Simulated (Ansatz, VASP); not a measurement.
# In2Se in two plane-wave programs, part 2 of 2

Wanted: the spread between two codes on one cell, functional and k mesh. The cell is generated by rule, not measured, and may not be a known phase. The cell is taken from a series of runs on this material, whose earlier steps may have relaxed, scaled, displaced or heated it; both programs get it as it stands.

VASP 6.6.1 and Ansatz 0.2.0.

So far. Step 2 (VASP: single point, PBEsol, pair 1): The run ends at a pressure of -0.59 GPa, with forces up to 0.45 eV/Å. Step 3 (Ansatz: single point, PBEsol, pair 1): The run ends at a pressure of -0.58 GPa, with forces up to 0.45 eV/Å.

The structure was built from a prototype and need not be the compound's stable phase.

**5. Ansatz: single point, PBEsol, pair 2**

Level of this step: Ansatz beside VASP: Kohn-Sham DFT, plane waves, PBEsol (Ansatz).

A single point gives forces, pressure and levels at one fixed geometry, so differences don't come from the geometry; what else differs is listed under the comparison.

The cell is taken from a series of runs on this material, whose earlier steps may have relaxed, scaled, displaced or heated it; both programs get it as it stands.

File input.yaml:

```yaml
crystal:
  lattice:
    - [-6.6284302234, 0.0, 0.0]
    - [0.0, -6.6284302234, -6.6284302234]
    - [0.0, -6.6284302234, 6.6284302234]
  atoms:
    - { symbol: Se, position: [0.0, 0.5341369166, 0.5] }
    - { symbol: Se, position: [0.0, -0.0341369166, 0.0] }
    - { symbol: Se, position: [0.5, -0.0341369166, 0.5] }
    - { symbol: Se, position: [0.5, 0.5341369166, 0.0] }
    - { symbol: In, position: [0.75, 0.25, 0.5] }
    - { symbol: In, position: [0.75, 0.75, 0.0] }
    - { symbol: In, position: [0.25, 0.0248818232, 0.25] }
    - { symbol: In, position: [0.25, 0.4751181768, 0.75] }
    - { symbol: In, position: [0.25, 0.0248818232, 0.75] }
    - { symbol: In, position: [0.25, 0.4751181768, 0.25] }
    - { symbol: In, position: [0.75, 0.75, 0.5] }
    - { symbol: In, position: [0.75, 0.25, 0.0] }
kpoints:
  mp_grid: { grid: [6, 4, 4] }
hamiltonian:
  xc: pbesol
scf:
  occupations: { method: methfessel_paxton, width: 0.2 }
output:
  forces: true
  stress: true
  eigenvalues: true
```

Command:

```
ansatz run input.yaml --threads 8 --pin off --max-ram 14336MiB --backend cpu --events-out ev --progress --plain --runs-dir out
```

Numbers of over 12 decimals in the logs are rounded to 6 here.

What it wrote:

```text
[...]
Crystal: 12 atoms, lattice volume = 582.455 Å³
Basis set: ecut = 420 eV, 11407 PW (Γ), exchange–correlation on 90×128×128 points (8 copies of the dense FFT grid, shifted against one another)
Bands: 101, of which v1, the nominal top of the filled ones, is band 84 counted from 1 (83 counted from 0)
Symmetry: 8 space group operations
[...]
k-points: 36 of 96
[...]
k-point 0: bands = [... 80 lower, 2.2016, 2.9320, 3.0533, 3.2488, 3.3458, 3.9947, 4.1815, 4.5391, ... 13 higher]
  k-point 1: bands = [... 80 lower, 2.2158, 2.8512, 3.0720, 3.2084, 3.5709, 3.8100, 4.0812, 4.1564, ... 13 higher]
  k-point 2: bands = [... 80 lower, 2.3142, 2.3142, 3.3971, 3.3971, 3.4937, 3.4937, 3.9146, 3.9146, ... 13 higher]
  k-point 35: bands = [... 80 lower, 2.2467, 2.2467, 3.2514, 3.2514, 4.0284, 4.0284, 4.3053, 4.3053, ... 13 higher]
[key lines of the parts left out:]
SCF converged after 9 iterations
Free energy (F): -65894.769363 eV
Fermi energy:    3.518897 eV
P = ⅓ Tr σ = -0.9697 GPa (-9.697 kbar)
```

The run ends at a pressure of -0.97 GPa, with forces up to 0.50 eV/Å.

**6. VASP: single point, PBEsol, pair 2**

The same cell, functional, mesh and smearing now go to VASP, with its own data sets.

File INCAR:

```
SYSTEM = In2Se
PREC = Accurate
ENCUT = 500
EDIFF = 1E-06
NELM = 120
ISMEAR = 1
SIGMA = 0.2
LREAL = .FALSE.
ALGO = Normal
GGA = PS
NBANDS = 79
LORBIT = 11
LWAVE = .FALSE.
LCHARG = .FALSE.
ISIF = 2
LASPH = .TRUE.
GGA_COMPAT = .FALSE.
KPAR = 2
```

File POSCAR:

```
In2Se
1.0
   -6.6284302234      0.0000000000      0.0000000000
    0.0000000000     -6.6284302234     -6.6284302234
    0.0000000000     -6.6284302234      6.6284302234
Se In
4 8
Direct
    0.0000000000      0.5341369166      0.5000000000
    0.0000000000      0.9658630834      0.0000000000
    0.5000000000      0.9658630834      0.5000000000
    0.5000000000      0.5341369166      0.0000000000
    0.7500000000      0.2500000000      0.5000000000
    0.7500000000      0.7500000000      0.0000000000
    0.2500000000      0.0248818232      0.2500000000
    0.2500000000      0.4751181768      0.7500000000
    0.2500000000      0.0248818232      0.7500000000
    0.2500000000      0.4751181768      0.2500000000
    0.7500000000      0.7500000000      0.5000000000
    0.7500000000      0.2500000000      0.0000000000
```

File KPOINTS:

```
Automatic mesh
0
Gamma
6 4 4
0 0 0
```

PAW data sets: Se and In_d (PBE family, release 64).

Command:

```
mpirun -np 2 vasp_std
```

What it wrote:

```text
[banner, memory and clock lines left out]
running    2 mpi-ranks, on    1 nodes
[...]
[... a notice as in an earlier step ...]

 LDA part: xc-table for (Slater+PW92), standard interpolation
 POSCAR, INCAR and KPOINTS ok, starting setup
[...]
entering main loop
       N       E                     dE             d eps       ncg     rms          rms(c)
DAV:   1     0.120965522777E+04    0.12097E+04   -0.53850E+04  5688   0.158E+03
DAV:   2     0.139543821439E+03   -0.10701E+04   -0.10407E+04  5720   0.417E+02
DAV:   3    -0.216701998061E+02   -0.16121E+03   -0.15395E+03  6704   0.183E+02
DAV:   4    -0.362988668651E+02   -0.14629E+02   -0.13953E+02  6657   0.524E+01
[...]
DAV:  14    -0.339848672049E+02   -0.10196E-04   -0.12894E-05  5224   0.187E-02    0.394E-03
DAV:  15    -0.339848694999E+02   -0.22950E-05   -0.36694E-06  4963   0.991E-03    0.323E-03
DAV:  16    -0.339848699379E+02   -0.43795E-06   -0.68984E-07  4051   0.633E-03
   1 F= -.33984870E+02 E0= -.33975690E+02  d E =-.275408E-01
```

From OUTCAR (step 6):

```text
  Total       -3.4284763     -3.6301448     -3.6301448      0.0000000      1.4824576      0.0000000
  in kB       -9.4308246     -9.9855611     -9.9855611      0.0000000      4.0778459      0.0000000
  external PRESSURE =      -9.8006489 kB  Pullay stress =       0.0000000 kB

 POSITION                                       TOTAL-FORCE (eV/Angst)
 -----------------------------------------------------------------------------------
      0.00000     -6.85470     -0.22627        -0.129007     -0.085707     -0.085707
      0.00000     -6.40216     -6.40216        -0.129007      0.085707      0.085707
     -3.31422     -9.71637     -3.08794         0.129007      0.085707      0.085707
     -3.31422     -3.54049     -3.54049         0.129007     -0.085707     -0.085707
     -4.97132     -4.97132      1.65711         0.000000      0.000000     -0.000000
     -4.97132     -4.97132     -4.97132         0.000000      0.000000     -0.000000
     -1.65711     -1.82203      1.49218         0.000000     -0.351645     -0.351645
     -1.65711     -8.12061      1.82203         0.000000      0.351645      0.351645
     -1.65711     -5.13625      4.80640         0.000000     -0.351645     -0.351645
     -1.65711     -4.80640     -1.49218         0.000000      0.351645      0.351645
     -4.97132     -8.28554     -1.65711         0.000000      0.000000     -0.000000
     -4.97132     -1.65711     -1.65711         0.000000      0.000000     -0.000000
 -----------------------------------------------------------------------------------
    total drift:                               -0.000000     -0.000000     -0.000000

  FREE ENERGIE OF THE ION-ELECTRON SYSTEM (eV)
  ---------------------------------------------------
  free  energy   TOTEN  =       -33.9848699379 eV

  energy  without entropy=      -33.9573291004  energy(sigma->0) =      -33.97568966

[... 2 parts as in an earlier step ...]

[... 1 further part left out ...]
[key lines of the parts left out:]
E-fermi :   1.7433
```

The run ends at a pressure of -0.98 GPa, with forces up to 0.50 eV/Å.

**7. Comparison**

What differs besides the data sets and the points named for the pairs above, as far as they apply: the data sets hold 168 valence electrons in Ansatz (on its default PAW (the set named soft_2) files) and 128 in VASP. Total energies have different zeros and are not compared.

Compared:

| quantity | Ansatz | VASP | difference |
| --- | --- | --- | --- |
| pressure (GPa) | -0.97 | -0.98 | +0.01 |

Forces on 7 of the 12 atoms, those with the largest forces and the largest differences (eV/Å; atoms numbered as in POSCAR):

| atom | Ansatz x, y, z | VASP x, y, z |
| --- | --- | --- |
| Se1 | -0.132, -0.084, -0.084 | -0.129, -0.086, -0.086 |
| Se3 | 0.132, 0.084, 0.084 | 0.129, 0.086, 0.086 |
| Se4 | 0.132, -0.084, -0.084 | 0.129, -0.086, -0.086 |
| In7 | 0.000, -0.351, -0.351 | 0.000, -0.352, -0.352 |
| In8 | 0.000, 0.351, 0.351 | 0.000, 0.352, 0.352 |
| In9 | 0.000, -0.351, -0.351 | 0.000, -0.352, -0.352 |
| In10 | 0.000, 0.351, 0.351 | 0.000, 0.352, 0.352 |

The forces differ by 1.2 meV/Å r.m.s., which is 0.7 % of the r.m.s. force of 0.176 eV/Å (both taken over all components).

**8. Results**

| Item | Value |
| --- | --- |
| r.m.s. force difference (single point, PBEsol, pair 1) | 1.0 meV/Å |
| r.m.s. force difference (single point, PBEsol, pair 2) | 1.2 meV/Å |

**Reading.** The r.m.s. force difference is 1.2 meV/Å (single point, PBEsol, pair 2), within the 12 meV/Å picked in this series as the mark of a large difference. The data sets hold unlike numbers of valence electrons (168 in Ansatz and 128 in VASP), so part of the differences comes from the potentials. How closely two codes agree says nothing of how well the functional describes the real material.

[Lines on the potential files, build, host, timing and source positions are cut from VASP's logs without a mark.]

[Logs are printed without paths, hosts, clocks, repeated set-up lines and the standing remarks that a program may print on its own settings, such as how far it seeks lower states.]

[Hosts, paths, dates, database ids (printed as entryN), source tags and the programs' standing remarks are cut or masked in the printed files.]
